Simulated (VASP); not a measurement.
Method: PBEsol GGA, VASP's PBE PAW potentials (set 64) (plane waves; VASP 6.6.1).

VASP ran on this input.

File POSCAR:
```
LiCl
1
    0.0000000000     2.5308879788     2.5308879788
    2.5308879788     0.0000000000     2.5308879788
    2.5308879788     2.5308879788     0.0000000000
Li Cl
1 1
Direct
  0.0000000000   0.0000000000   0.0000000000
  0.5000000000   0.5000000000   0.5000000000
```

INCAR:
```
ALGO=Normal
EDIFF=1E-8
ENCUT=520
GGA=PS
IBRION=8
ISMEAR=0
LASPH=.True.
LCHARG=.False.
LEPSILON=.True.
LREAL=.False.
LWAVE=.False.
NELM=100
NSW=1
PREC=Accurate
SIGMA=0.01
SYSTEM=LiCl
```

**KPOINTS**
```
Automatic mesh
0
Gamma
9 9 9
0 0 0
```

POTCAR, in this order: Li_sv Cl (PBE.64 set). Program: vasp_std.

The resulting files:

OUTCAR:
```


 HEAD OF MICROSCOPIC STATIC DIELECTRIC TENSOR (INDEPENDENT PARTICLE, excluding Hartree and local field effects)
 ------------------------------------------------------
           3.395594     0.000000     0.000000
           0.000000     3.395594     0.000000
          -0.000000     0.000000     3.395594
 ------------------------------------------------------

 MACROSCOPIC STATIC DIELECTRIC TENSOR (including local field effects in DFT)
 ------------------------------------------------------
           3.081319    -0.000000     0.000000
          -0.000000     3.081319    -0.000000
          -0.000000     0.000000     3.081319
 ------------------------------------------------------

 PIEZOELECTRIC TENSOR (including local field effects)  for field in x, y, z        (e  Angst)
          XX          YY          ZZ          XY          YZ          ZX
  --------------------------------------------------------------------------------
  x     0.00000     0.00000     0.00000     0.00000     0.00000     0.00000
  y     0.00000     0.00000     0.00000     0.00000     0.00000     0.00000
  z     0.00000     0.00000     0.00000     0.00000     0.00000     0.00000

 PIEZOELECTRIC TENSOR (including local field effects)  for field in x, y, z        (C/m^2)
          XX          YY          ZZ          XY          YZ          ZX
  --------------------------------------------------------------------------------
  x     0.00000     0.00000     0.00000     0.00000     0.00000     0.00000
  y     0.00000     0.00000     0.00000     0.00000     0.00000     0.00000
  z     0.00000     0.00000     0.00000     0.00000     0.00000     0.00000

 BORN EFFECTIVE CHARGES (including local field effects) (in |e|, cummulative output)
 ---------------------------------------------------------------------------------
 ion    1
    1     1.17391     0.00000     0.00000
    2     0.00000     1.17391     0.00000
    3     0.00000     0.00000     1.17391
 ion    2
    1    -1.17391     0.00000     0.00000
    2     0.00000    -1.17391     0.00000
    3     0.00000     0.00000    -1.17391
```
(Selected blocks of OUTCAR.)

File OUTCAR:
```
 val. band max:        0.8417744741   @ k =   0.0000   0.0000   0.0000

 cond. band min:       7.2106276464   @ k =   0.0000   0.0000   0.0000


 Fermi energy:         0.9736731969

 k-point     1 :       0.0000    0.0000    0.0000
  band No.  band energies     occupation
      1     -41.9096      2.00000
      2     -12.6971      2.00000
      3       0.8418      2.00000
      4       0.8418      2.00000
      5       0.8418      2.00000
      6       7.2106      0.00000
      7      12.6852      0.00000
      8      12.6852      0.00000
      9      12.6852      0.00000

 k-point     2 :       0.1111    0.0000    0.0000
  band No.  band energies     occupation
      1     -41.9092      2.00000
      2     -12.6306      2.00000
      3       0.3791      2.00000
      4       0.8055      2.00000
      5       0.8055      2.00000
      6       7.6013      0.00000
      7      11.9997      0.00000
      8      12.6786      0.00000
      9      12.6786      0.00000

 k-point     3 :       0.2222    0.0000    0.0000
  band No.  band energies     occupation
      1     -41.9080      2.00000
      2     -12.4538      2.00000
      3      -0.6086      2.00000
      4       0.7181      2.00000
      5       0.7181      2.00000
      6       8.0339      0.00000
      7      11.6922      0.00000
      8      11.7473      0.00000
      9      11.7473      0.00000

 k-point     4 :       0.3333    0.0000    0.0000
  band No.  band energies     occupation
      1     -41.9067      2.00000
      2     -12.2360      2.00000
      3      -1.5583      2.00000
      4       0.6258      2.00000
      5       0.6258      2.00000
      6       7.7907      0.00000
      7      10.8089      0.00000
      8      10.8089      0.00000
      9      12.6948      0.00000

 k-point     5 :       0.4444    0.0000    0.0000
  band No.  band energies     occupation
      1     -41.9059      2.00000
      2     -12.0823      2.00000
      3      -2.1231      2.00000
...
```

The compound is LiCl in the rock salt structure. It was relaxed first.
